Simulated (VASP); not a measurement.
Energy against volume of NaI (rock salt). These are rev-vdW-DF2, VASP's PBE PAW potentials (set 64) (plane waves; VASP) values and carry that method's errors. Numerical set-up: 520 eV cut-off, 7×7×7 Γ-centred mesh, Gaussian smearing of 0.050 eV, potentials Na_pv I.

| V (Å³/atom) | E (eV/atom) |
|---|---|
| 32.368 | -0.89663 |
| 33.369 | -0.89810 |
| 34.371 | -0.89636 |
| 35.372 | -0.89194 |

Question: Fit these four points and predict the energy of the run at 31.367 Å³/atom.

Answer: A cubic in V^(−2/3), the third-order Birch-Murnaghan form, passes through the four points with V0 = 33.30 Å³/atom and B0 = 17 GPa, and gives -0.8913 eV/atom there. The run gave -0.8914 eV/atom, -0.0 meV/atom from the fit; all five points give B0 = 17 GPa.

The compound is NaI in the rock salt structure. It was relaxed first.
